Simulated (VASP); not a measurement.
# Be3Se2S (Imm2) in VASP: notebook, part 2 of 2

VASP 6.6.1. Earlier steps stand in the parts before.

### Step 3. Born charges and dielectric tensor, PBE

The input, INCAR:

```
PREC = Accurate ; ENCUT = 520
EDIFF = 1E-8 ; ISMEAR = 0
SIGMA = 0.02 ; LREAL = F
LASPH = T ; NELM = 80
ALGO = Normal ; ISIF = 2
LWAVE = F ; LCHARG = F
GGA = PE ; LEPSILON = T
KPAR = 4
```

The input, KPOINTS:

```
regular mesh
0
Gamma
  8 8 8
```

The input, POSCAR:

```
Be3Se2S
1.0
   -1.7963300000      5.3878500000      2.5385700000
    1.7963300000     -5.3878500000      2.5385700000
    1.7963300000      5.3878500000     -2.5385700000
Be Se S
3 2 1
Direct
    0.4008870000      0.2410370000      0.1598490000
    0.0811880000      0.2410370000      0.8401510000
    0.7675170000      0.2675170000      0.5000000000
    0.3347920000      0.0002520000      0.3345400000
    0.6657120000      0.0002520000      0.6654600000
    0.9999070000      0.9999070000      0.0000000000
```

Potentials or basis: VASP PAW PBE potentials, release 64 (Be, Se, S).

The run is started by

```bash
> cat potpaw_PBE.64/Be/POTCAR potpaw_PBE.64/Se/POTCAR potpaw_PBE.64/S/POTCAR > POTCAR
> mpirun -np 4 vasp_std > vasp.out
```

OUTCAR:

```text
PREC = Accurate
   ENCUT = 520
   EDIFF = 1E-8
   ISMEAR = 0
   LREAL = F
   LASPH = T
   NELM = 80
   ISIF = 2
   GGA = PE
   LEPSILON = T

 ion  position               nearest neighbor table
   1  0.401  0.241  0.160-   6 2.11   5 2.23   5 2.23   4 2.24
   2  0.081  0.241  0.840-   6 2.11   4 2.23   4 2.23   5 2.24
   3  0.768  0.268  0.500-   6 2.15   6 2.15   5 2.24   4 2.24
   4  0.335  0.000  0.335-   2 2.23   2 2.23   3 2.24   1 2.24
   5  0.666  0.000  0.665-   1 2.23   1 2.23   3 2.24   2 2.24
   6  1.000  1.000  0.000-   2 2.11   1 2.11   3 2.15   3 2.15

  LATTYP: Found a body centered orthorhombic cell.
 ALAT       =     3.5926600000
 B/A-ratio  =     1.4131980204
 C/A-ratio  =     2.9993653727

  Lattice vectors:

 A1 = (   1.7963300000,  -5.3878500000,  -2.5385700000)
 A2 = (  -1.7963300000,  -5.3878500000,   2.5385700000)
 A3 = (  -1.7963300000,   5.3878500000,  -2.5385700000)

Analysis of symmetry for initial positions (statically):
=====================================================================
 Subroutine PRICEL returns:
[... 728 lines left out ...]
  x     0.00000     0.00000     0.00000     0.00000     0.00000    -3.78114
  y     0.00000     0.00000     0.00000     0.00000     3.76728     0.00000
  z    -3.78338     3.78238    -0.01494     0.00000     0.00000     0.00000

 PIEZOELECTRIC TENSOR (including local field effects)  for field in x, y, z        (C/m^2)
          XX          YY          ZZ          XY          YZ          ZX
  --------------------------------------------------------------------------------
  x     0.00000     0.00000     0.00000     0.00000     0.00000    -0.61643
  y     0.00000     0.00000     0.00000     0.00000     0.61417     0.00000
  z    -0.61679     0.61663    -0.00244     0.00000     0.00000     0.00000

 BORN EFFECTIVE CHARGES (including local field effects) (in |e|, cummulative output)
 ---------------------------------------------------------------------------------
 ion    1
    1     1.55044     0.00000     0.00000
    2     0.00000     1.57563     0.00741
    3     0.00000    -0.00784     1.57034
 ion    2
    1     1.55044     0.00000     0.00000
    2     0.00000     1.57563    -0.00741
    3     0.00000     0.00784     1.57034
 ion    3
    1     1.66887     0.00000     0.00000
    2     0.00000     1.63409     0.00000
    3     0.00000     0.00000     1.64573
 ion    4
    1    -1.49056     0.00000     0.00000
    2     0.00000    -1.48604    -0.00197
    3    -0.00000    -0.00061    -1.52075
 ion    5
    1    -1.49056     0.00000     0.00000
    2     0.00000    -1.48604     0.00197
    3    -0.00000     0.00061    -1.52075
 ion    6
    1    -1.78862     0.00000     0.00000
    2     0.00000    -1.81329     0.00000
    3     0.00000     0.00000    -1.74491
```

OSZICAR:

```text
N       E                     dE             d eps       ncg     rms          rms(c)
DAV:   1     0.974640061797E+02    0.97464E+02   -0.10059E+04  3040   0.126E+03
DAV:   2    -0.211536611167E+02   -0.11862E+03   -0.11570E+03  4136   0.199E+02
[... 13 lines left out ...]
RMM:   8    -0.144294622297E+01   -0.27770E-03   -0.25196E-06  5649   0.813E-03    0.198E-03
RMM:   9    -0.144302773411E+01   -0.81511E-04   -0.13493E-06  5557   0.478E-03    0.499E-04
RMM:  10    -0.144303148527E+01   -0.37512E-05   -0.42489E-07  5687   0.115E-03    0.276E-04
RMM:  11    -0.144303596385E+01   -0.44786E-05   -0.45672E-07  5438   0.722E-04    0.103E-04
RMM:  12    -0.144303711363E+01   -0.11498E-05   -0.60923E-07  4999   0.504E-04    0.279E-05
RMM:  13    -0.144303657243E+01    0.54119E-06   -0.51462E-07  3315   0.417E-04    0.531E-06
```

Run time: 11 min. Hardware: 4 MPI ranks of Intel Xeon 6975P-C (Granite Rapids), shared host; peak memory 0.85 GiB.

What came out:

```
Band gap on the k mesh                  : 2.68 eV, indirect (least direct gap 2.85 eV)
Electronic dielectric tensor (diagonal) : 5.81, 5.79, 5.78
Born charges (mean of the diagonal)     : Be +1.57, +1.65; Se -1.50; S -1.78 e
```

Electronic dielectric tensor:
```
5.81 0.00 0.00
0.00 5.79 0.00
0.00 0.00 5.78
```

Born effective charge tensors (e):
atom 1, Be
```
 1.55  0.00  0.00
 0.00  1.58  0.01
 0.00 -0.01  1.57
```
atom 2, Be
```
 1.55  0.00  0.00
 0.00  1.58 -0.01
 0.00  0.01  1.57
```
atom 3, Be
```
1.67 0.00 0.00
0.00 1.63 0.00
0.00 0.00 1.65
```
atom 4, Se
```
-1.49  0.00  0.00
 0.00 -1.49  0.00
 0.00  0.00 -1.52
```
atom 5, Se
```
-1.49  0.00  0.00
 0.00 -1.49  0.00
 0.00  0.00 -1.52
```
atom 6, S
```
-1.79  0.00  0.00
 0.00 -1.81  0.00
 0.00  0.00 -1.74
```

A k mesh can miss the band edges.
